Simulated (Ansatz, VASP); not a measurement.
**Ta (Ta(100) monolayer): VASP beside Ansatz**

Wanted: the spread between two codes on one cell, functional and k mesh. The cell is taken from a series of runs on this material, whose earlier steps may have relaxed, scaled, displaced or heated it; both programs get it as it stands.

Method: plane waves, with VASP 6.6.1 beside it; single point at PBE, in Ansatz 0.2.0.

### Step 1. The structure

The cell holds 1 atom: 1 Ta. Its edges and angles: a = 3.310 Å, b = 3.310 Å, c = 18.000 Å, α = 90.0°, β = 90.0°, γ = 90.0°. Vacuum lies along c.

### Step 2. Ansatz: single point, PBE, pair 1

Ansatz runs on its default PAW (the set named soft_2) files.

A single point gives forces, pressure and levels at one fixed geometry, so differences don't come from the geometry; what else differs is listed under the comparison.

Contents of input.yaml:

```yaml
crystal:
  lattice:
    - [3.31, 0.0, 0.0]
    - [0.0, 3.31, 0.0]
    - [0.0, 0.0, 18.0]
  atoms:
    - { symbol: Ta, position: [0.5, 0.5, 0.5] }
kpoints:
  mp_grid: { grid: [12, 12, 1] }
hamiltonian:
  xc: pbe
scf:
  occupations: { method: fermi_dirac, width: 0.1 }
  convergence: { dr2_threshold: 1.0e-09 }
efield:
  axis: 3
  dipole_correction: true
  ramp_position: 0.97
  ramp_width: 0.06
output:
  write_potential: true
  write_density: true
  volumetric_format: npy
  elf: true
```

Launch:

```bash
> ansatz run input.yaml --threads 2 --pin off --max-ram 3072MiB --backend cpu --events-out ev --progress --plain --runs-dir out
```

Numbers of over 12 decimals in the logs are rounded to 6 here.

Output:

```text
Engine: ansatz 0.2.0, aarch64-unknown-linux-gnu
Pseudopotentials: kind: paw
Pseudopotential: Ta, paw, valence charge 13, recommended cutoff 420 eV (normal), Ta.paw.azcp
Functional definition: PBE
  parameter kappa = 0.804
  parameter beta = 0.066725
  exchange = pbe_x(kappa = kappa, mu = beta*pi^2/3)
  correlation = pbe_c(beta = beta)
Crystal: 1 atoms, lattice volume = 197.210 Å³
Basis set: ecut = 420 eV, 3877 PW (Γ)
Bands: 11, of which v1, the nominal top of the filled ones, is band 7 counted from 1 (6 counted from 0)
Symmetry: 8 space group operations
k-points: 28 of 144
Non-local potential: Ta, projectors of the file, l = 0: 3, l = 1: 2, l = 2: 2, l = 3: 1
PAW form: soft (Blöchl's): semilocal exchange-correlation on the pseudo side does not see the compensation charge
PAW one-centre angular grid: Ta, 590 points (default); XC on 64 Gauss nodes
Initial density: superposition of atomic densities (neutral atoms: chi_scale 0, normalization atom), corrected by the library's trained network
Initial wavefunctions: pseudopotential atomic-orbital guess
Functional: x = pbe(κ = 0.804, μ = 0.219515), c = pbe(β = 0.066725)
SCF iter   1: F=—  HF=-9927.125885 eV  |F-HF|=—  |Δ(HF+E_count)|=         —  Δρ=2.88e-3  dr2=3.33e-2  ethr=1.77e-3  p=-0.000 e·Å  D=-1.98e-15 V/Å  ΔV_dip=0.00 eV  dr2_dipole=4.52e-13  V_vac-E_F(+/−)=4.55/4.55 eV  ⟨swp⟩=5.0  Hψ=1834  notcnv=0
efield: sawtooth ramp at fractional position 0.9700 (set: `efield.ramp_position`, or a place that a band, a saddle search or an elastic batch's reference lends), width 0.0600; the density the first Hamiltonian is built on has a dipole p = -0.000 e·Å; the dipole correction subtracts the counter field D = -1.98e-15 V/Å, which shifts the + side's vacuum level by +0.00 eV against the − side's; the planar-averaged density in the ramp window peaks in size at 9.6e-6 e/Å³
preconditioner: auto → LDOS  [metal: Δε(μ)=0.047 eV  Ē_g=2.798 eV  σ=0.100 eV  W_gap=0.12  n_scr=8 (ndim 8)  ℏωp=5.9 eV  f_vac=0.702  D(μ)=4.65/eV (n_scr^D=30)  β→1.0]
SCF iter   2: F=—  HF=-9927.118744 eV  |F-HF|=—  |Δ(HF+E_count)|=   7.14e-3  Δρ=1.36e-3  dr2=4.27e-3  ethr=2.56e-4  p=-0.000 e·Å  D=-1.59e-7 V/Å  ΔV_dip=0.00 eV  dr2_dipole=5.57e-13  V_vac-E_F(+/−)=4.48/4.48 eV  ⟨swp⟩=2.6  Hψ=646  notcnv=0
SCF iter   3: F=—  HF=-9927.119530 eV  |F-HF|=—  |Δ(HF+E_count)|=   7.86e-4  Δρ=8.73e-4  dr2=2.76e-3  ethr=3.29e-5  p=-0.000 e·Å  D=-1.92e-7 V/Å  ΔV_dip=0.00 eV  dr2_dipole=5.82e-12  V_vac-E_F(+/−)=4.46/4.46 eV  ⟨swp⟩=2.2  Hψ=498  notcnv=0
SCF iter   4: F=—  HF=-9927.119051 eV  |F-HF|=—  |Δ(HF+E_count)|=   4.79e-4  Δρ=2.14e-4  dr2=1.61e-4  ethr=2.13e-5  p=0.000 e·Å  D=1.10e-8 V/Å  ΔV_dip=-0.00 eV  dr2_dipole=4.71e-14  V_vac-E_F(+/−)=4.42/4.42 eV  ⟨swp⟩=2.3  Hψ=372  notcnv=0
SCF iter   5: F=—  HF=-9927.119074 eV  |F-HF|=—  |Δ(HF+E_count)|=   2.25e-5  Δρ=4.08e-5  dr2=5.46e-6  ethr=1.24e-6  p=0.000 e·Å  D=5.75e-8 V/Å  ΔV_dip=-0.00 eV  dr2_dipole=8.32e-14  V_vac-E_F(+/−)=4.40/4.40 eV  ⟨swp⟩=2.0  Hψ=379  notcnv=0
SCF iter   6: F=—  HF=-9927.119082 eV  |F-HF|=—  |Δ(HF+E_count)|=   8.67e-6  Δρ=1.28e-5  dr2=4.92e-7  ethr=4.20e-8  p=0.000 e·Å  D=1.70e-8 V/Å  ΔV_dip=-0.00 eV  dr2_dipole=1.48e-14  V_vac-E_F(+/−)=4.39/4.39 eV  ⟨swp⟩=2.4  Hψ=514  notcnv=0
SCF iter   7: F=—  HF=-9927.119071 eV  |F-HF|=—  |Δ(HF+E_count)|=   1.10e-5  Δρ=2.77e-6  dr2=9.72e-9  ethr=3.79e-9  p=0.000 e·Å  D=1.61e-8 V/Å  ΔV_dip=-0.00 eV  dr2_dipole=2.48e-14  V_vac-E_F(+/−)=4.39/4.39 eV  ⟨swp⟩=2.1  Hψ=407  notcnv=0
SCF iter   8: F=-9927.119071 eV  HF=-9927.119071 eV  |F-HF|=1.03e-9  |Δ(HF+E_count)|=   5.33e-8  Δρ=3.76e-7  dr2=3.86e-10  ethr=7.69e-12  p=-0.000 e·Å  D=-1.15e-8 V/Å  ΔV_dip=0.00 eV  dr2_dipole=4.62e-14  V_vac-E_F(+/−)=4.39/4.39 eV  ⟨swp⟩=4.1  Hψ=1039  notcnv=0
SCF 1 converged in 8 iterations: F = -9927.119071 eV  dr2 = 3.86e-10
  greatest PAW one-centre occupation: 0.999 electrons in one spin orbital (limit 2), on the Ta atom at site 0 (counted from 0), in its partial waves of l = 0
WARN: The output density's exchange-correlation potential varies sharply where the density is thin. Do not read a vacuum level from v_tot or v_xc, or from such a field of the output density. On a cell that repeats whose density bears no net charge and no dipole along the vacuum's axis use v_es (v_loc + v_h of the components); under efield.dipole_correction with no amplitude use v_es + v_field, which holds any externa [...]
SCF converged after 8 iterations
Free energy (F): -9927.119071 eV
Harris-Foulkes:  -9927.119071 eV  (|F-HF|=1.03e-9)
Internal energy: -9926.966564 eV  (E = F + TS)
E sigma→0 (E₀):  -9927.042818 eV
Entropy (-TS):   -0.152507 eV (-152.507 meV/atom)
Fermi energy:    -2.032738 eV
Dipole field:    D = 0.000000 V/Å  (p = 0.000000 e·Å, saw-weighted, corrected)
Work function:   Φ+ = 4.3886 eV   Φ− = 4.3886 eV
Levels:          The Fermi level and band energies are counted from a zero that moves with the ramp; work functions are not
--- Per-component energies (eV) ---
  E_band       = -381.098736
  E_kinetic    = 354.808244
  E_local      = -4252.593328  (includes V_loc(G=0)·N_el)
  E_nonlocal   = 13.324663
  E_hartree    = 1904.011128
  E_xc         = -211.323067
  E_vxc        = -194.443969  (∫ρ·V_xc dr)
  E_paw        = -8394.847288  (= ΣΔE_a)
  E_vpaw       = -110.215924  (= ΣTr[D̂ρ^β])
  E_aug_tail   = 0.000150  (compensation charges beyond the density's cutoff)
  E_efield     = 0.000000  (sawtooth field / dipole correction)
  E_vefield    = 0.000000  (∫n·V_field dr)
  E_ewald      = 659.652935
  E_smearing   = -0.152507  (= −TS)
  E_closure    = -0.000000  (closes the sum)
  Σ components = -9927.119071   (vs F -9927.119071, Δ=0.00e0)
--- Band table (eV; the first three rows and the last of 28) ---
  k-point 0: bands = [... 3 lower, -37.0801, -6.3487, -3.2238, -2.3078, -1.2174, -0.3590, -0.3590, 0.7799]
  k-point 1: bands = [... 3 lower, -37.0792, -6.2176, -3.1482, -2.2611, -1.3993, -0.3442, -0.1987, 0.6549]
  k-point 2: bands = [... 3 lower, -37.0767, -5.8459, -2.9307, -2.1229, -1.7701, -0.3032, 0.1508, 0.3399]
  k-point 27: bands = [... 3 lower, -37.2350, -3.4661, -2.1457, -2.1457, -1.2200, 1.7716, 1.7716, 1.8370]
```

In the SCF lines HF is the Harris–Foulkes energy and dr2 the Hartree energy of the density residual, in eV; the loop may stop once dr2 is under the threshold and the program's other checks hold. Hψ counts applications of the Hamiltonian.

### Step 3. VASP: single point, PBE, pair 1

The same cell, functional, mesh and smearing now go to VASP, with its own data sets.

Lines of VASP's logs that name or quote its potential files are left out, and so is its time.

Contents of INCAR:

```
SYSTEM = Ta
PREC = Accurate
ENCUT = 400
EDIFF = 1E-06
NELM = 120
ISMEAR = -1
SIGMA = 0.1
LREAL = .FALSE.
ALGO = Normal
GGA = PE
NBANDS = 11
LASPH = .TRUE.
LORBIT = 11
LWAVE = .FALSE.
LCHARG = .FALSE.
ISIF = 2
LDIPOL = .TRUE.
IDIPOL = 3
DIPOL = 0.5 0.5 0.5
LVHAR = .TRUE.
GGA_COMPAT = .FALSE.
NELMDL = -8
KPAR = 2
```

Contents of POSCAR:

```
Ta
1.0
    3.3100000000      0.0000000000      0.0000000000
    0.0000000000      3.3100000000      0.0000000000
    0.0000000000      0.0000000000     18.0000000000
Ta
1
Direct
    0.5000000000      0.5000000000      0.5000000000
```

Contents of KPOINTS:

```
Automatic mesh
0
Gamma
12 12 1
0 0 0
```

The projector-augmented-wave data sets are Ta_pv (PBE family, release 64).

Launch:

```bash
> mpirun -np 2 vasp_std
```

Output:

```text
[banner, memory and clock lines left out]
running    2 mpi-ranks, on    1 nodes
 distrk:  each k-point on    1 cores,    2 groups
 distr:  one band on    1 cores,    1 groups

 POSCAR found type information on POSCAR Ta
 POSCAR found :  1 types and       1 ions
 LDA part: xc-table for (Slater+PW92), standard interpolation
 POSCAR, INCAR and KPOINTS ok, starting setup
 FFT: planning ... GRIDC
 FFT: planning ... GRID_SOFT
 FFT: planning ... GRID
 WAVECAR not read
 entering main loop
       N       E                     dE             d eps       ncg     rms          rms(c)
DAV:   1     0.173578453350E+02    0.17358E+02   -0.48778E+03   840   0.531E+02
DAV:   2    -0.550750880900E+01   -0.22865E+02   -0.21944E+02   927   0.101E+02
DAV:   3    -0.736746719266E+01   -0.18600E+01   -0.16936E+01   866   0.181E+01
DAV:   4    -0.743223826631E+01   -0.64771E-01   -0.62530E-01   803   0.305E+00
DAV:   5    -0.743460864025E+01   -0.23704E-02   -0.23391E-02   869   0.458E-01
DAV:   6    -0.743463580242E+01   -0.27162E-04   -0.27132E-04   767   0.448E-02
DAV:   7    -0.743463675605E+01   -0.95363E-06   -0.95336E-06   851   0.756E-03
DAV:   8    -0.743463677055E+01   -0.14500E-07   -0.14535E-07   688   0.825E-04    0.491E+00
DAV:   9    -0.675116142118E+01    0.68348E+00   -0.12065E+00   664   0.744E+00    0.156E+00
DAV:  10    -0.669055730433E+01    0.60604E-01   -0.22411E-01   768   0.274E+00    0.504E-01
DAV:  11    -0.669064168810E+01   -0.84384E-04   -0.53157E-03   728   0.494E-01    0.258E-01
DAV:  12    -0.669068006377E+01   -0.38376E-04   -0.14246E-03   717   0.251E-01    0.570E-02
DAV:  13    -0.669061809473E+01    0.61969E-04   -0.97825E-05   799   0.447E-02    0.310E-02
DAV:  14    -0.669055586601E+01    0.62229E-04   -0.12458E-04   663   0.588E-02    0.169E-02
DAV:  15    -0.669061848193E+01   -0.62616E-04   -0.13365E-05   631   0.179E-02    0.597E-03
DAV:  16    -0.669064891019E+01   -0.30428E-04   -0.12168E-05   625   0.113E-02    0.618E-03
DAV:  17    -0.669067672238E+01   -0.27812E-04   -0.67257E-06   628   0.829E-03    0.234E-03
DAV:  18    -0.669069808217E+01   -0.21360E-04   -0.36308E-06   633   0.542E-03    0.852E-04
DAV:  19    -0.669070697725E+01   -0.88951E-05   -0.79868E-07   561   0.328E-03    0.980E-04
DAV:  20    -0.669071259689E+01   -0.56196E-05   -0.67664E-07   536   0.231E-03    0.283E-04
DAV:  21    -0.669072059754E+01   -0.80007E-05   -0.66308E-07   481   0.243E-03    0.438E-04
DAV:  22    -0.669072156595E+01   -0.96840E-06   -0.64642E-08   491   0.125E-03
   1 F= -.66907216E+01 E0= -.66140421E+01  d E =-.153359E+00
```

From OUTCAR (step 3):

```text
ion  position               nearest neighbor table
   1  0.500  0.500  0.500-

  LATTYP: Found a simple tetragonal cell.
 ALAT       =     3.3100000000
 C/A-ratio  =     5.4380664653

 Subroutine GETGRP returns: Found 16 space group operations
 (whereof 16 operations were pure point group operations)

The static configuration has the point symmetry D_4h.

 Found     28 irreducible k-points:

   k-points           NKPTS =     28   k-points in BZ     NKDIM =     28   number of bands    NBANDS=     11

   dimension x,y,z NGX =    24 NGY =   24 NGZ =  120
   dimension x,y,z NGXF=    48 NGYF=   48 NGZF=  240

   ENCUT  =  400.0 eV  29.40 Ry    5.42 a.u.   5.40  5.40 29.35*2*pi/ulx,y,z

   NELECT =      11.0000    total number of electrons

 k-points in reciprocal lattice and weights: Automatic mesh
   0.00000000  0.00000000  0.00000000       0.007
   0.08333333  0.00000000  0.00000000       0.028
   0.16666667  0.00000000  0.00000000       0.028
   0.25000000  0.00000000  0.00000000       0.028
   0.33333333  0.00000000  0.00000000       0.028
   0.41666667  0.00000000  0.00000000       0.028
   0.50000000  0.00000000  0.00000000       0.014
   0.08333333  0.08333333  0.00000000       0.028
   0.16666667  0.08333333  0.00000000       0.056
[...]
0.50000000  0.41666667  0.00000000       0.028
   0.50000000  0.50000000  0.00000000       0.007

 dipolmoment           0.000000      0.000000     -0.000000 electrons x Angstroem

 average (electrostatic) potential at core
       1 -47.1664

 E-fermi :  -3.2455

 k-point     1 :       0.0000    0.0000    0.0000
  band No.  band energies     occupation
    ...
      2     -38.3479      2.00000
      3     -38.3479      2.00000
      4      -7.5596      2.00000
      5      -4.4297      1.99999
      6      -3.5254      1.88522
      7      -2.4223      0.00053
      8      -1.5781      0.00000
      9      -1.5781      0.00000
     10      -0.4343      0.00000
     11       0.7807      0.00000

 k-point     2 :       0.0833    0.0000    0.0000
  band No.  band energies     occupation
    ...
      2     -38.3595      2.00000
      3     -38.3470      2.00000
      4      -7.4284      2.00000
      5      -4.3542      1.99997
      6      -3.4789      1.82328
      7      -2.6070      0.00337
      8      -1.5634      0.00000
      9      -1.4145      0.00000
     10      -0.5589      0.00000
     11       0.8685      0.00000

 k-point     3 :       0.1667    0.0000    0.0000
  band No.  band energies     occupation
    ...
      2     -38.3912      2.00000
      3     -38.3445      2.00000
      4      -7.0566      2.00000
      5      -4.1370      1.99973
      6      -3.3411      1.44478
      7      -2.9803      0.13171
      8      -1.5226      0.00000
      9      -1.0613      0.00000
     10      -0.8730      0.00000
     11       1.1306      0.00000

  Total       -6.9144628     -6.9144628     -0.0097498      0.0000000      0.0000000      0.0000000
  in kB      -56.1746706    -56.1746706     -0.0792092      0.0000000      0.0000000      0.0000000
  external PRESSURE =     -37.4761835 kB  Pullay stress =       0.0000000 kB

  energy-cutoff  :      400.00
  volume of cell :      197.21
      direct lattice vectors                 reciprocal lattice vectors
     3.310000000  0.000000000  0.000000000     0.302114804  0.000000000  0.000000000
     0.000000000  3.310000000  0.000000000     0.000000000  0.302114804  0.000000000
     0.000000000  0.000000000 18.000000000     0.000000000  0.000000000  0.055555556

 POSITION                                       TOTAL-FORCE (eV/Angst)
 -----------------------------------------------------------------------------------
      1.65500      1.65500      9.00000         0.000000      0.000000      0.000000
 -----------------------------------------------------------------------------------
    total drift:                                0.000000      0.000000     -0.000000

  FREE ENERGIE OF THE ION-ELECTRON SYSTEM (eV)
  ---------------------------------------------------
  free  energy   TOTEN  =        -6.6907215659 eV

  energy  without entropy=       -6.5373626555  energy(sigma->0) =       -6.61404211

 vacuum level on the upper side and lower side of the slab         1.151         1.151

 total charge
# of ion       s       p       d       tot
------------------------------------------
    1        0.363   5.977   2.086   8.426

[... 3 further parts left out ...]
```

### Step 4. Differences

Known differences besides the potentials themselves: the data sets hold 13 valence electrons in Ansatz (on its default PAW (the set named soft_2) files) and 11 in VASP; the cutoff is 420 eV in Ansatz and 400 eV in VASP. Total energies have different zeros and are not compared.

Compared:

| quantity | Ansatz | VASP | difference |
| --- | --- | --- | --- |
| work function, lower of the two faces (eV) | 4.39 | 4.40 | -0.01 |
| work function, higher of the two faces (eV) | 4.39 | 4.40 | -0.01 |

With vacuum in the cell, a pressure given here is an average over mostly empty space and none of the material.

### Step 5. VASP: single point, PBE, pair 2

With cell and atoms fixed, the geometry can't cause a difference; cores, projectors, grids and the points listed under the comparison can. This pair takes another cell of the material, with 2 atoms against 1 for the pair before.

Edit INCAR of step 3 so:

```diff
@@ -10,3 +10,3 @@
 GGA = PE
-NBANDS = 11
+NBANDS = 17
 LASPH = .TRUE.
```

Contents of POSCAR:

```
Ta
1.0
    3.3100000000      0.0000000000      0.0000000000
    0.0000000000      3.3100000000      0.0000000000
    0.0000000000      0.0000000000     19.6550000000
Ta
2
Direct
    0.5000000000      0.5000000000      0.4578987535
    0.0000000000      0.0000000000      0.5421012465
```

KPOINTS is that of step 3.

Launch:

```bash
> mpirun -np 2 vasp_std
```

Output:

```text
[banner, memory and clock lines left out]
running    2 mpi-ranks, on    1 nodes
[...]
LDA part: xc-table for (Slater+PW92), standard interpolation
 POSCAR, INCAR and KPOINTS ok, starting setup
[...]
entering main loop
       N       E                     dE             d eps       ncg     rms          rms(c)
DAV:   1     0.874478816169E+02    0.87448E+02   -0.10676E+04  1256   0.801E+02
DAV:   2    -0.170040441378E+02   -0.10445E+03   -0.10332E+03  1386   0.203E+02
DAV:   3    -0.217020009391E+02   -0.46980E+01   -0.45839E+01  1230   0.372E+01
DAV:   4    -0.218026952398E+02   -0.10069E+00   -0.99594E-01  1407   0.505E+00
[...]
DAV:  22    -0.197318503197E+02   -0.48581E-05   -0.89084E-07   838   0.425E-03    0.606E-04
DAV:  23    -0.197318552308E+02   -0.49111E-05   -0.41473E-07   768   0.175E-03    0.359E-04
DAV:  24    -0.197318558488E+02   -0.61793E-06   -0.28138E-08   593   0.113E-03
   1 F= -.19731856E+02 E0= -.19674508E+02  d E =-.114696E+00
```

OUTCAR, selected parts (step 5):

```text
  Total       -6.8613818     -6.8613818     -3.4688529      0.0000000      0.0000000      0.0000000
  in kB      -51.0496928    -51.0496928    -25.8087770      0.0000000      0.0000000      0.0000000
  external PRESSURE =     -42.6360542 kB  Pullay stress =       0.0000000 kB

 POSITION                                       TOTAL-FORCE (eV/Angst)
 -----------------------------------------------------------------------------------
      1.65500      1.65500      9.00000         0.000000     -0.000000      2.083255
      0.00000      0.00000     10.65500        -0.000000      0.000000     -2.083255
 -----------------------------------------------------------------------------------
    total drift:                                0.000000      0.000000      0.000000

  FREE ENERGIE OF THE ION-ELECTRON SYSTEM (eV)
  ---------------------------------------------------
  free  energy   TOTEN  =       -19.7318558488 eV

  energy  without entropy=      -19.6171601373  energy(sigma->0) =      -19.67450799

[... 3 further parts left out ...]
[key lines of the parts left out:]
E-fermi :  -2.1181
```

### Step 6. Ansatz: single point, PBE, pair 2

The same cell, functional, mesh and smearing now go to Ansatz, which takes its cutoff from its data sets.

The cell is taken from a series of runs on this material, whose earlier steps may have relaxed, scaled, displaced or heated it; both programs get it as it stands.

input.yaml, the sections that differ from step 2:

```yaml
crystal:
  lattice:
    - [3.31, 0.0, 0.0]
    - [0.0, 3.31, 0.0]
    - [0.0, 0.0, 19.655]
  atoms:
    - { symbol: Ta, position: [0.5, 0.5, 0.4578987535] }
    - { symbol: Ta, position: [0.0, 0.0, 0.5421012465] }
output:
  write_potential: true
  write_density: true
  volumetric_format: npy
# kpoints, hamiltonian, scf, efield: as in step 2
```

Launch:

```bash
> ansatz run input.yaml --threads 2 --pin off --max-ram 3072MiB --backend cpu --events-out ev --progress --plain --runs-dir out
```

Output:

```text
[...]
Crystal: 2 atoms, lattice volume = 215.342 Å³
Basis set: ecut = 420 eV, 4249 PW (Γ)
Bands: 17, of which v1, the nominal top of the filled ones, is band 13 counted from 1 (12 counted from 0)
Symmetry: 8 space group operations
k-points: 28 of 144
[...]
k-point 0: bands = [... 9 lower, -3.2363, -2.8964, -0.5705, 0.4845, 0.5245, 0.5245, 0.6449, 1.3838]
  k-point 1: bands = [... 9 lower, -3.1724, -2.8055, -0.5761, 0.3913, 0.4877, 0.6235, 0.6903, 1.1469]
  k-point 2: bands = [... 9 lower, -3.1219, -2.4225, -0.5404, 0.0306, 0.3715, 0.6864, 0.8846, 0.9738]
  k-point 27: bands = [... 9 lower, -2.6745, -1.7359, -1.7359, 0.9454, 0.9454, 2.5320, 2.5320, 2.9523]
[key lines of the parts left out:]
SCF converged after 8 iterations
Free energy (F): -19860.586408 eV
Fermi energy:    0.086441 eV
Dipole field:    D = -0.000001 V/Å  (p = -0.000002 e·Å, saw-weighted, corrected)
Work function:   Φ+ = 4.0180 eV   Φ− = 4.0179 eV
```

### Step 7. Comparison

What differs besides the data sets and the points named for the pairs above, as far as they apply: the data sets hold 26 valence electrons in Ansatz (on its default PAW (the set named soft_2) files) and 22 in VASP. Total energies have different zeros and are not compared.

Compared:

| quantity | Ansatz | VASP | difference |
| --- | --- | --- | --- |
| work function, lower of the two faces (eV) | 4.02 | 4.02 | 0.00 |
| work function, higher of the two faces (eV) | 4.02 | 4.02 | 0.00 |

With vacuum in the cell, a pressure given here is an average over mostly empty space and none of the material.

(Part 1 of 2 ends here.)

[Lines on the potential files, build, host, timing and source positions are cut from VASP's logs without a mark.]

[Logs are printed without paths, hosts, clocks, repeated set-up lines and the standing remarks that a program may print on its own settings, such as how far it seeks lower states.]

[Hosts, paths, dates, database ids (printed as entryN), source tags and the programs' standing remarks are cut or masked in the printed files.]
